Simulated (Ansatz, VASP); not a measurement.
# Cross-check of Si3N4 (amorphous silicon nitride) between VASP and Ansatz

Aim: how closely do two programs agree when they are given the same cell, functional and k mesh? The structure shown is the end of the Ansatz relaxation below. Other levels of theory on this material are compared in a session of their own.

Method: plane waves, with VASP 6.6.1 beside it; single point at LDA and single point at PBE with D3(BJ), in Ansatz 0.2.0.

## 1. Set-up

The cell holds 77 atoms: 33 Si and 44 N. Cell: a = 9.282 Å, b = 9.306 Å, c = 9.363 Å, α = 90.0°, β = 90.0°, γ = 90.0°. As first built, before any earlier steps moved the atoms (in the runner's words): 77 atoms (33 Si, 44 N) placed at random at 3.14 g/cm^3 and pushed apart to contact distance.

Coordinates:

```cif
data_structure
_symmetry_space_group_name_H-M 'P 1'
_symmetry_Int_Tables_number 1
_cell_length_a 9.2815
_cell_length_b 9.3060
_cell_length_c 9.3635
_cell_angle_alpha 90.000
_cell_angle_beta 90.000
_cell_angle_gamma 90.000
_cell_volume 808.77
loop_
_atom_site_label
_atom_site_type_symbol
_atom_site_fract_x
_atom_site_fract_y
_atom_site_fract_z
_atom_site_occupancy
Si1 Si 0.33678 0.02006 0.28047 1
Si2 Si 0.63021 0.25620 0.30637 1
Si3 Si 0.75671 0.05650 0.74621 1
Si4 Si 0.13457 0.04458 0.46050 1
Si5 Si 0.46948 0.61229 0.90251 1
Si6 Si 0.41707 0.20946 0.53330 1
Si7 Si 0.44305 0.34069 0.03327 1
Si8 Si 0.45681 0.55152 0.21958 1
Si9 Si 0.87062 0.73090 0.45179 1
Si10 Si 0.23969 0.30163 0.26686 1
Si11 Si 0.50458 0.85312 0.72145 1
Si12 Si 0.39102 0.84524 0.04668 1
Si13 Si 0.22788 0.69027 0.72976 1
Si14 Si 0.17362 0.53879 0.02493 1
Si15 Si 0.66555 0.13577 0.02326 1
Si16 Si 0.72059 0.64082 0.69675 1
Si17 Si 0.95628 0.83273 0.76280 1
Si18 Si 0.15257 0.05629 0.03784 1
Si19 Si 0.04614 0.81319 0.06357 1
Si20 Si 0.68594 0.00257 0.46756 1
Si21 Si 0.37800 0.08583 0.84507 1
Si22 Si 0.63431 0.79998 0.21782 1
Si23 Si 0.71853 0.55170 0.40515 1
Si24 Si 0.12207 0.03079 0.71185 1
Si25 Si 0.98280 0.46835 0.75568 1
Si26 Si 0.69347 0.36924 0.83240 1
Si27 Si 0.73280 0.82097 0.97306 1
Si28 Si 0.18850 0.71433 0.32382 1
Si29 Si 0.90763 0.10776 0.21456 1
Si30 Si 0.43619 0.56809 0.52599 1
Si31 Si 0.81331 0.28086 0.54775 1
Si32 Si 0.06920 0.49117 0.49286 1
Si33 Si 0.93695 0.31814 0.04290 1
N34 N 0.71535 0.23639 0.70235 1
N35 N 0.85749 0.74544 0.63752 1
N36 N 0.51568 0.35938 0.20559 1
N37 N 0.96159 0.37283 0.59565 1
N38 N 0.29405 0.42850 0.11413 1
N39 N 0.55552 0.13211 0.42312 1
N40 N 0.18957 0.10843 0.86886 1
N41 N 0.53683 0.44366 0.90375 1
N42 N 0.39232 0.71141 0.64883 1
N43 N 0.11763 0.55860 0.66667 1
N44 N 0.61858 0.59791 0.55418 1
N45 N 0.64413 0.94802 0.63962 1
N46 N 0.71283 0.99754 0.91834 1
N47 N 0.03409 0.43745 0.94009 1
N48 N 0.28230 0.16022 0.40640 1
N49 N 0.77243 0.28421 0.97405 1
N50 N 0.74004 0.36844 0.40157 1
N51 N 0.62628 0.61822 0.26321 1
N52 N 0.91410 0.76915 0.93419 1
N53 N 0.12539 0.40502 0.34921 1
N54 N 0.25192 0.14609 0.15960 1
N55 N 0.42238 0.38920 0.53371 1
N56 N 0.48915 0.17508 0.97089 1
N57 N 0.42710 0.91077 0.87728 1
N58 N 0.13530 0.84427 0.73420 1
N59 N 0.80228 0.50678 0.78611 1
N60 N 0.84109 0.11015 0.48173 1
N61 N 0.72475 0.13289 0.19844 1
N62 N 0.21319 0.90273 0.35770 1
N63 N 0.21514 0.88505 0.04924 1
N64 N 0.61624 0.72464 0.83065 1
N65 N 0.46064 0.67738 0.07359 1
N66 N 0.38404 0.09005 0.66713 1
N67 N 0.27905 0.61460 0.88867 1
N68 N 0.24678 0.34056 0.72135 1
N69 N 0.74671 0.86019 0.36271 1
N70 N 0.35232 0.62352 0.35930 1
N71 N 0.96059 0.08734 0.38970 1
N72 N 0.93503 0.01511 0.74633 1
N73 N 0.29499 0.35000 0.82885 1
N74 N 0.47540 0.92070 0.19773 1
N75 N 0.04454 0.67426 0.42881 1
N76 N 0.98720 0.99155 0.10329 1
N77 N 0.10922 0.66163 0.15091 1
```

## 2. Ansatz: relaxation, LDA

Ansatz runs on its default PAW (the set named soft_2) files.

This run makes the geometry at which the two programs are then compared.

input.yaml reads:

```yaml
crystal:
  lattice:
    - [9.42551, 0.0, 0.0]
    - [0.0, 9.44148, 0.0]
    - [0.0, 0.0, 9.48908]
  atoms:
    - { symbol: Si, position: [0.33224, 0.01671, 0.27943] }
    - { symbol: Si, position: [0.63228, 0.25885, 0.30673] }
    - { symbol: Si, position: [0.75738, 0.05689, 0.7469] }
    - { symbol: Si, position: [0.13525, 0.04338, 0.46162] }
    - { symbol: Si, position: [0.46931, 0.61054, 0.90341] }
    - { symbol: Si, position: [0.41952, 0.21011, 0.53255] }
    - { symbol: Si, position: [0.44661, 0.34143, 0.03612] }
    - { symbol: Si, position: [0.45932, 0.55456, 0.22137] }
    - { symbol: Si, position: [0.86974, 0.72978, 0.45291] }
    - { symbol: Si, position: [0.23708, 0.29932, 0.26669] }
    - { symbol: Si, position: [0.50539, 0.85262, 0.72283] }
    - { symbol: Si, position: [0.39108, 0.84452, 0.04649] }
    - { symbol: Si, position: [0.22763, 0.68912, 0.72964] }
    - { symbol: Si, position: [0.17512, 0.53638, 0.02342] }
    - { symbol: Si, position: [0.66655, 0.13797, 0.02308] }
    - { symbol: Si, position: [0.71943, 0.64091, 0.69692] }
    - { symbol: Si, position: [0.95488, 0.83113, 0.76347] }
    - { symbol: Si, position: [0.15296, 0.05456, 0.03745] }
    - { symbol: Si, position: [0.04724, 0.81207, 0.06342] }
    - { symbol: Si, position: [0.68723, 0.00511, 0.46926] }
    - { symbol: Si, position: [0.37937, 0.08649, 0.84461] }
    - { symbol: Si, position: [0.63449, 0.80318, 0.2211] }
    - { symbol: Si, position: [0.71694, 0.5536, 0.40663] }
    - { symbol: Si, position: [0.12029, 0.02722, 0.71383] }
    - { symbol: Si, position: [0.98108, 0.47084, 0.75408] }
    - { symbol: Si, position: [0.69429, 0.36975, 0.83242] }
    - { symbol: Si, position: [0.73297, 0.82376, 0.9744] }
    - { symbol: Si, position: [0.18706, 0.71245, 0.3232] }
    - { symbol: Si, position: [0.90817, 0.10635, 0.21446] }
    - { symbol: Si, position: [0.43587, 0.5673, 0.52639] }
    - { symbol: Si, position: [0.81368, 0.28248, 0.54733] }
    - { symbol: Si, position: [0.06872, 0.49054, 0.49238] }
    - { symbol: Si, position: [0.9374, 0.3185, 0.04024] }
    - { symbol: "N", position: [0.71846, 0.23695, 0.70305] }
    - { symbol: "N", position: [0.8567, 0.74426, 0.63822] }
    - { symbol: "N", position: [0.51895, 0.36302, 0.20573] }
    - { symbol: "N", position: [0.96007, 0.37542, 0.59505] }
    - { symbol: "N", position: [0.29243, 0.42287, 0.11162] }
    - { symbol: "N", position: [0.55961, 0.13575, 0.42443] }
    - { symbol: "N", position: [0.19059, 0.10596, 0.86863] }
    - { symbol: "N", position: [0.53686, 0.44293, 0.90367] }
    - { symbol: "N", position: [0.39095, 0.7122, 0.64821] }
    - { symbol: "N", position: [0.11588, 0.56005, 0.66555] }
    - { symbol: "N", position: [0.61735, 0.59857, 0.55501] }
    - { symbol: "N", position: [0.64503, 0.94882, 0.64067] }
    - { symbol: "N", position: [0.71373, 0.99958, 0.9193] }
    - { symbol: "N", position: [0.03309, 0.43855, 0.93822] }
    - { symbol: "N", position: [0.28448, 0.15707, 0.40677] }
    - { symbol: "N", position: [0.77267, 0.28582, 0.97376] }
    - { symbol: "N", position: [0.74089, 0.37124, 0.40181] }
    - { symbol: "N", position: [0.62667, 0.62178, 0.26463] }
    - { symbol: "N", position: [0.91286, 0.77, 0.93553] }
    - { symbol: "N", position: [0.12671, 0.40285, 0.35137] }
    - { symbol: "N", position: [0.24893, 0.14355, 0.16115] }
    - { symbol: "N", position: [0.42416, 0.38929, 0.53113] }
    - { symbol: "N", position: [0.4895, 0.17582, 0.97319] }
    - { symbol: "N", position: [0.42791, 0.91186, 0.87771] }
    - { symbol: "N", position: [0.13321, 0.84165, 0.73563] }
    - { symbol: "N", position: [0.80094, 0.50765, 0.78589] }
    - { symbol: "N", position: [0.84223, 0.11243, 0.48162] }
    - { symbol: "N", position: [0.72636, 0.13541, 0.19788] }
    - { symbol: "N", position: [0.21109, 0.9005, 0.35903] }
    - { symbol: "N", position: [0.21555, 0.88419, 0.04972] }
    - { symbol: "N", position: [0.61545, 0.72462, 0.83073] }
    - { symbol: "N", position: [0.45934, 0.67637, 0.07316] }
    - { symbol: "N", position: [0.38879, 0.09363, 0.66813] }
    - { symbol: "N", position: [0.27981, 0.61317, 0.88736] }
    - { symbol: "N", position: [0.24188, 0.33801, 0.71497] }
    - { symbol: "N", position: [0.74629, 0.86246, 0.36454] }
    - { symbol: "N", position: [0.35175, 0.62353, 0.35888] }
    - { symbol: "N", position: [0.96201, 0.08776, 0.38924] }
    - { symbol: "N", position: [0.93444, 0.01279, 0.74608] }
    - { symbol: "N", position: [0.29094, 0.3486, 0.82059] }
    - { symbol: "N", position: [0.47303, 0.91968, 0.19864] }
    - { symbol: "N", position: [0.04189, 0.6718, 0.42559] }
    - { symbol: "N", position: [0.98834, 0.99068, 0.10379] }
    - { symbol: "N", position: [0.10982, 0.65975, 0.14899] }
kpoints:
  mp_grid: { grid: [1, 1, 1] }
hamiltonian:
  xc: lda
scf:
  occupations: { method: fixed }
output:
  forces: true
  stress: true
relax:
  f_tol: 0.04
  max_steps: 60
  cell: { stress_tol: 0.1, fix: [alpha, beta, gamma] }
```

Launch:

```bash
$ ansatz run input.yaml --threads 4 --pin off --max-ram 15360MiB --backend cpu --events-out ev --progress --plain --runs-dir out
```

Numbers of over 12 decimals in the logs are rounded to 6 here.

The log of the run:

```text
The last accepted step is kept in <dir> (removed where the run ends without a failure and the disk answers)
Engine: ansatz 0.2.0, x86_64-unknown-linux-gnu
Pseudopotentials: kind: paw
Pseudopotential: Si, paw, valence charge 4, recommended cutoff 420 eV (normal), Si.paw.azcp
Pseudopotential: N, paw, valence charge 5, recommended cutoff 420 eV (normal), N.paw.azcp
Functional definition: SPW92
  exchange = slater_x
  correlation = pw_c
Crystal: 77 atoms, lattice volume = 844.440 Å³
Basis set: ecut = 420 eV, 16535 PW (Γ)
Bands: 253, of which v1, the nominal top of the filled ones, is band 176 counted from 1 (175 counted from 0)
Symmetry: 1 space group operations
Space group: P1 (ITA 1), of the structure as read, at distance tolerance 9.5e-5 Å
k-points: 1
Non-local potential: Si, projectors of the file, l = 0: 2, l = 1: 2, l = 2: 2
Non-local potential: N, projectors of the file, l = 0: 2, l = 1: 2, l = 2: 1
PAW form: soft (Blöchl's): semilocal exchange-correlation on the pseudo side does not see the compensation charge
PAW frozen core: Si, regenerated for the run's functional, and the local potential with it (the file was generated under x = pbe(κ = 0.804, μ = 0.219515), c = pbe(β = 0.066725))
PAW frozen core: N, regenerated for the run's functional, and the local potential with it (the file was generated under x = pbe(κ = 0.804, μ = 0.219515), c = pbe(β = 0.066725))
PAW one-centre angular grid: Si, 110 points (default); XC on 64 Gauss nodes
PAW one-centre angular grid: N, 110 points (default); XC on 64 Gauss nodes
Initial density: superposition of atomic densities (neutral atoms: chi_scale 0, normalization atom), corrected by the library's trained network
Initial wavefunctions: pseudopotential atomic-orbital guess
Functional: x = slater, c = lda
SCF iter   1: F=—  HF=-36595.077862 eV  |F-HF|=—  |Δ(HF+E_count)|=         —  Δρ=1.10e-2  dr2=1.37e0  ethr=1.77e-3  ⟨swp⟩=5.0  Hψ=894  notcnv=0  defer=75
preconditioner: auto → Resta (q_TF=auto, 2.358 Å⁻¹)  ε∞=4.4  [insulator: Δε(μ)=2.106 eV  Ē_g=13.031 eV  n_scr=178 (ndim 8)  ℏωp=24.0 eV  f_vac=0.020  ε∞_Penn≈4.4]
SCF iter   2: F=—  HF=-36594.726073 eV  |F-HF|=—  |Δ(HF+E_count)|=   3.52e-1  Δρ=4.32e-3  dr2=1.59e-1  ethr=3.90e-4  ⟨swp⟩=3.0  Hψ=420  notcnv=0  defer=75
SCF iter   3: F=—  HF=-36594.683731 eV  |F-HF|=—  |Δ(HF+E_count)|=   4.23e-2  Δρ=1.83e-3  dr2=3.37e-2  ethr=4.52e-5  ⟨swp⟩=3.0  Hψ=365  notcnv=0  defer=49
automatic band count: iteration 3 solves 227 bands in place of 253: the levels show a gap, and the empty bands left out lie too high to hold charge; the band table lists the bands solved (type scf.n_extra_bands for more)
SCF iter   4: F=—  HF=-36594.675137 eV  |F-HF|=—  |Δ(HF+E_count)|=   8.59e-3  Δρ=9.64e-4  dr2=7.93e-3  ethr=9.58e-6  ⟨swp⟩=3.0  Hψ=365  notcnv=0  defer=49
SCF iter   5: F=—  HF=-36594.673675 eV  |F-HF|=—  |Δ(HF+E_count)|=   1.46e-3  Δρ=3.04e-4  dr2=7.89e-4  ethr=2.25e-6  ⟨swp⟩=2.0  Hψ=357  notcnv=0  defer=49
SCF iter   6: F=—  HF=-36594.673583 eV  |F-HF|=—  |Δ(HF+E_count)|=   9.16e-5  Δρ=1.19e-4  dr2=1.32e-4  ethr=2.24e-7  ⟨swp⟩=2.0  Hψ=361  notcnv=0  defer=49
SCF iter   7: F=—  HF=-36594.673586 eV  |F-HF|=—  |Δ(HF+E_count)|=   2.88e-6  Δρ=3.49e-5  dr2=1.10e-5  ethr=3.75e-8  ⟨swp⟩=2.0  Hψ=361  notcnv=0  defer=44
SCF iter   8: F=—  HF=-36594.674818 eV  |F-HF|=—  |Δ(HF+E_count)|=   1.23e-3  Δρ=1.54e-5  dr2=2.28e-6  ethr=3.13e-9  ⟨swp⟩=2.0  Hψ=364  notcnv=0  defer=42
SCF iter   9: F=—  HF=-36594.674818 eV  |F-HF|=—  |Δ(HF+E_count)|=   1.50e-7  Δρ=4.81e-6  dr2=2.11e-7  ethr=6.47e-10  ⟨swp⟩=2.0  Hψ=360  notcnv=0  defer=42
SCF iter  10: F=-36594.674818 eV  HF=-36594.674818 eV  |F-HF|=2.09e-9  |Δ(HF+E_count)|=   5.61e-8  Δρ=1.84e-6  dr2=3.85e-8  ethr=2.84e-11  ⟨swp⟩=4.0  Hψ=718  notcnv=0
SCF 1 converged in 10 iterations: F = -36594.674818 eV  dr2 = 3.85e-8
  greatest PAW one-centre occupation: 0.852 electrons in one spin orbital (limit 2), on the N atom at site 67 (counted from 0), in its partial waves of l = 0
relax step   1: F+E_penalty+E_count = -36594.67481832 eV  Δ(F+E_penalty+E_count) = +0.000e0 eV  max|allowed force component| = 6.710e-1 eV/Å  Δτ_max = 0.0000 Å  P = -8.203 GPa  Ω = 844.440 Å³  fix = [alpha, beta, gamma]  reactions: alpha +0.248, beta +1.360, gamma -1.310 GPa/rad  (10 SCF iters, dr2 threshold 1.00e-7 eV, accepted)
Crystal: 77 atoms, lattice volume = 825.114 Å³
Basis set: ecut = 420 eV, 16139 PW (Γ)
Initial density: handed on by an earlier stage of this run
Initial wavefunctions: those handed on with the density
iter 1 solved again at ethr=8.76e-5 eV; its pass at ethr=3.10e-3 eV (dr2=3.08e-1 eV) is discarded
SCF iter   1: F=—  HF=-36595.511807 eV  |F-HF|=—  |Δ(HF+E_count)|=         —  Δρ=6.22e-3  dr2=3.15e-1  ethr=8.76e-5  ⟨swp⟩=2.0  Hψ=714  notcnv=0  defer=47
[...]
atom  44  N      0.00948815     0.00077970    -0.00050510
  atom  45  N     -0.00063808     0.00113995    -0.00020973
  atom  46  N      0.00048173    -0.00463414     0.00080443
  atom  47  N     -0.00913445    -0.00733498     0.00241289
  atom  48  N      0.00261764     0.00247667     0.00127386
  atom  49  N      0.00542027     0.00688810    -0.00320148
  atom  50  N      0.00338554    -0.00585277    -0.00030300
  atom  51  N      0.00878437    -0.00231208     0.00512763
  atom  52  N     -0.00387097     0.00070855    -0.00220262
  atom  53  N     -0.00486208    -0.00667594    -0.01012127
  atom  54  N     -0.00016782    -0.00033504    -0.00009464
  atom  55  N     -0.00085801    -0.00254955    -0.00340226
  atom  56  N     -0.00070268    -0.00670888    -0.00288826
  atom  57  N     -0.00012180     0.00711318    -0.00717032
  atom  58  N      0.00569055    -0.00759060     0.00082006
  atom  59  N      0.00249305     0.00376006     0.00004840
  atom  60  N     -0.00319414    -0.00245301    -0.00094923
  atom  61  N      0.00258541    -0.00117313    -0.00000243
  atom  62  N      0.00016324     0.00315651     0.00157365
  atom  63  N      0.00060811     0.00107861     0.00231126
  atom  64  N      0.00136085    -0.00187240    -0.00489249
  atom  65  N     -0.00397735     0.00174378     0.00489828
  atom  66  N     -0.00324245     0.01029987    -0.00336865
  atom  67  N     -0.00167770     0.00127891    -0.00402837
  atom  68  N      0.00841583     0.00645213     0.02530493
  atom  69  N     -0.00123964     0.00317906     0.00438774
  atom  70  N      0.00147467    -0.00229134    -0.00527832
  atom  71  N      0.00405449    -0.00141828    -0.00449213
  atom  72  N      0.00013290     0.00016164     0.00158533
  atom  73  N     -0.01048083    -0.01043926    -0.02811589
  atom  74  N     -0.00267703     0.00347143     0.00220230
  atom  75  N      0.00071792     0.00430719    -0.00269675
  atom  76  N     -0.00952153     0.01009858     0.00400808
  atom  77  N     -0.00032115    -0.00238435    -0.00032809
  max |Σ_I F_I| component: 6.88e-5 eV/Å
--- Stress (GPa, compression-positive) ---
       -0.011619       0.963141      -1.692208
        0.963141      -0.001892      -0.174778
       -1.692208      -0.174778      -0.015939
  P = ⅓ Tr σ = -0.0098 GPa (-0.098 kbar)
--- Relaxed structure (11 steps of the walk, 8 accepted, 2 SCFs on fresh bases) ---
  F+E_penalty+E_count = -36595.54604940 eV   max|allowed force component| = 2.812e-2 eV/Å   (the final SCF, on the basis selected at the relaxed cell)
  cell:  # Å, volume = 808.7669 Å³
    - [9.281546, 0, 0]
    - [0, 9.306049, 0]
    - [0, 0, 9.363490]
  atoms:
    - { symbol: Si, position: [0.336780, 0.020057, 0.280471] }
    - { symbol: Si, position: [0.630212, 0.256198, 0.306365] }
    - { symbol: Si, position: [0.756712, 0.056499, 0.746212] }
    - { symbol: Si, position: [0.134575, 0.044584, 0.460495] }
    - { symbol: Si, position: [0.469477, 0.612288, 0.902512] }
    - { symbol: Si, position: [0.417073, 0.209458, 0.533301] }
    - { symbol: Si, position: [0.443050, 0.340691, 0.033271] }
    - { symbol: Si, position: [0.456809, 0.551515, 0.219584] }
    - { symbol: Si, position: [0.870618, 0.730899, 0.451794] }
    - { symbol: Si, position: [0.239692, 0.301626, 0.266856] }
    - { symbol: Si, position: [0.504579, 0.853123, 0.721453] }
    - { symbol: Si, position: [0.391023, 0.845243, 0.046685] }
    - { symbol: Si, position: [0.227884, 0.690272, 0.729761] }
    - { symbol: Si, position: [0.173618, 0.538794, 0.024931] }
    - { symbol: Si, position: [0.665553, 0.135774, 0.023262] }
    - { symbol: Si, position: [0.720594, 0.640817, 0.696747] }
    - { symbol: Si, position: [0.956281, 0.832733, 0.762801] }
    - { symbol: Si, position: [0.152567, 0.056293, 0.037836] }
    - { symbol: Si, position: [0.046145, 0.813194, 0.063574] }
    - { symbol: Si, position: [0.685940, 0.00256609, 0.467558] }
    - { symbol: Si, position: [0.378003, 0.085829, 0.845071] }
    - { symbol: Si, position: [0.634312, 0.799985, 0.217820] }
    - { symbol: Si, position: [0.718534, 0.551704, 0.405151] }
    - { symbol: Si, position: [0.122070, 0.030794, 0.711850] }
    - { symbol: Si, position: [0.982804, 0.468346, 0.755684] }
    - { symbol: Si, position: [0.693470, 0.369241, 0.832397] }
    - { symbol: Si, position: [0.732804, 0.820970, 0.973058] }
    - { symbol: Si, position: [0.188502, 0.714327, 0.323817] }
    - { symbol: Si, position: [0.907634, 0.107759, 0.214565] }
    - { symbol: Si, position: [0.436186, 0.568092, 0.525992] }
    - { symbol: Si, position: [0.813309, 0.280862, 0.547753] }
    - { symbol: Si, position: [0.069205, 0.491170, 0.492857] }
    - { symbol: Si, position: [0.936952, 0.318141, 0.042898] }
    - { symbol: N, position: [0.715349, 0.236386, 0.702350] }
    - { symbol: N, position: [0.857493, 0.745443, 0.637520] }
    - { symbol: N, position: [0.515676, 0.359375, 0.205591] }
    - { symbol: N, position: [0.961587, 0.372828, 0.595646] }
    - { symbol: N, position: [0.294051, 0.428498, 0.114130] }
    - { symbol: N, position: [0.555518, 0.132114, 0.423119] }
    - { symbol: N, position: [0.189574, 0.108428, 0.868857] }
    - { symbol: N, position: [0.536832, 0.443664, 0.903749] }
    - { symbol: N, position: [0.392317, 0.711411, 0.648834] }
    - { symbol: N, position: [0.117628, 0.558601, 0.666674] }
    - { symbol: N, position: [0.618582, 0.597912, 0.554178] }
    - { symbol: N, position: [0.644128, 0.948016, 0.639623] }
    - { symbol: N, position: [0.712827, 0.997535, 0.918340] }
    - { symbol: N, position: [0.034089, 0.437449, 0.940094] }
    - { symbol: N, position: [0.282299, 0.160220, 0.406400] }
    - { symbol: N, position: [0.772431, 0.284214, 0.974049] }
    - { symbol: N, position: [0.740044, 0.368437, 0.401571] }
    - { symbol: N, position: [0.626277, 0.618224, 0.263214] }
    - { symbol: N, position: [0.914099, 0.769152, 0.934190] }
    - { symbol: N, position: [0.125393, 0.405019, 0.349206] }
    - { symbol: N, position: [0.251925, 0.146085, 0.159597] }
    - { symbol: N, position: [0.422382, 0.389203, 0.533706] }
    - { symbol: N, position: [0.489154, 0.175081, 0.970892] }
    - { symbol: N, position: [0.427105, 0.910770, 0.877281] }
[...]
- { symbol: N, position: [0.352321, 0.623517, 0.359297] }
    - { symbol: N, position: [0.960588, 0.087345, 0.389704] }
    - { symbol: N, position: [0.935025, 0.015107, 0.746335] }
    - { symbol: N, position: [0.294985, 0.350000, 0.828854] }
    - { symbol: N, position: [0.475402, 0.920704, 0.197729] }
    - { symbol: N, position: [0.044539, 0.674260, 0.428809] }
    - { symbol: N, position: [0.987200, 0.991551, 0.103287] }
    - { symbol: N, position: [0.109224, 0.661635, 0.150912] }
```

(Part 1 of 3 ends here.)

[Lines on the potential files, build, host, timing and source positions are cut from VASP's logs without a mark.]

[Logs are printed without paths, hosts, clocks, repeated set-up lines and the standing remarks that a program may print on its own settings, such as how far it seeks lower states.]

[Hosts, paths, dates, database ids (printed as entryN), source tags and the programs' standing remarks are cut or masked in the printed files.]
